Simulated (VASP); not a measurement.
Consider the following.

```yaml
crystal:
  lattice:
    - [4.58388, 0.00000, 0.00000]
    - [-2.29194, 3.96975, 0.00000]
    - [0.00000, 0.00000, 6.57811]
  atoms:
    - { symbol: Si, position: [0.16392, 0.83608, 0.83333] }
    - { symbol: Si, position: [0.32784, 0.16392, 0.16667] }
    - { symbol: Si, position: [0.16392, 0.32784, 0.50000] }
    - { symbol: Si, position: [0.83608, 0.16392, 0.83333] }
    - { symbol: Si, position: [0.67216, 0.83608, 0.16667] }
    - { symbol: Si, position: [0.83608, 0.67216, 0.50000] }
    - { symbol: Mo, position: [0.50000, 0.00000, 0.50000] }
    - { symbol: Mo, position: [0.50000, 0.50000, 0.83333] }
    - { symbol: Mo, position: [0.00000, 0.50000, 0.16667] }
```

Method: r2SCAN meta-GGA, VASP's PBE PAW potentials (set 64) (plane waves; VASP 6.6.1). Numerical set-up: 400 eV cut-off, 6×6×4 Γ-centred mesh, tetrahedra with Blöchl corrections, potentials Si Mo_sv.

**Question.** Give the energies of bands 25 to 38 at the high-symmetry points, in eV from the valence-band maximum.

**Answer.** 
```json
[
 {"band": "25", "Γ": "-3.87", "M": "-4.03", "K": "-3.16", "A": "-3.81", "L": "-3.56", "H": "-3.51"},
 {"band": "26", "Γ": "-3.87", "M": "-3.49", "K": "-3.16", "A": "-3.74", "L": "-3.40", "H": "-3.51"},
 {"band": "27", "Γ": "-3.38", "M": "-3.41", "K": "-3.14", "A": "-3.74", "L": "-3.19", "H": "-3.41"},
 {"band": "28", "Γ": "-3.38", "M": "-3.20", "K": "-2.95", "A": "-3.61", "L": "-3.17", "H": "-3.36"},
 {"band": "29", "Γ": "-3.17", "M": "-2.38", "K": "-2.95", "A": "-2.48", "L": "-3.15", "H": "-1.92"},
 {"band": "30", "Γ": "-3.17", "M": "-2.25", "K": "-2.63", "A": "-2.48", "L": "-2.82", "H": "-1.92"},
 {"band": "31", "Γ": "-2.92", "M": "-1.62", "K": "-1.11", "A": "-2.27", "L": "-2.04", "H": "-1.55"},
 {"band": "32", "Γ": "-2.25", "M": "-1.10", "K": "-1.11", "A": "-0.76", "L": "-1.28", "H": "-1.55"},
 {"band": "33", "Γ": "-0.86", "M": "-0.68", "K": "-0.90", "A": "-0.76", "L": "0.00", "H": "-0.61"},
 {"band": "34", "Γ": "2.23", "M": "0.15", "K": "0.79", "A": "2.04", "L": "0.69", "H": "0.77"},
 {"band": "35", "Γ": "2.56", "M": "0.85", "K": "1.13", "A": "2.52", "L": "1.23", "H": "1.31"},
 {"band": "36", "Γ": "2.56", "M": "1.00", "K": "1.13", "A": "2.59", "L": "1.52", "H": "1.31"},
 {"band": "37", "Γ": "2.73", "M": "1.47", "K": "1.66", "A": "2.60", "L": "1.54", "H": "1.98"},
 {"band": "38", "Γ": "2.81", "M": "2.18", "K": "1.66", "A": "2.79", "L": "1.83", "H": "1.98"}
]
```

The gap is indirect, 0.15 eV, from the valence maximum at L to the conduction minimum at M.

The structure comes from a computed database's Si2Mo entry (P6_222); how it stands against other phases isn't given here. It was relaxed first.
